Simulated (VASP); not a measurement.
Here is the system:

```yaml
crystal:
  lattice:
    - [4.46125, 0.00000, 0.00000]
    - [0.00000, 4.46125, 0.00000]
    - [0.00000, 0.00000, 2.98861]
  atoms:
    - { symbol: Mg, position: [0.00000, 0.00000, 0.00000] }
    - { symbol: Mg, position: [0.50000, 0.50000, 0.50000] }
    - { symbol: H, position: [0.30412, 0.30412, 0.00000] }
    - { symbol: H, position: [0.80412, 0.19588, 0.50000] }
    - { symbol: H, position: [0.19588, 0.80412, 0.50000] }
    - { symbol: H, position: [0.69588, 0.69588, 0.00000] }
```

These are revTPSS meta-GGA, VASP's PBE PAW potentials (set 64) (plane waves; VASP) values and carry that method's errors. Run with 520 eV cut-off, 6×6×8 Γ-centred mesh, tetrahedra with Blöchl corrections, potentials Mg H.

The path is coarsely sampled, so an indirect gap can come out somewhat too large.

What does the run give for the energy per atom (σ→0), band gap (over mesh and band path) with the smallest direct gap where there is one?

| Property | Value |
|---|---|
| band gap (over mesh and band path) | 4.43 eV |
| smallest direct gap (over mesh and band path) | 5.36 eV |
| energy per atom (σ→0) | -3.720 eV/atom |

Total energies compare only between runs with the same potentials, cut-off and functional.

The compound is MgH2 in the rutile structure. It was relaxed first.
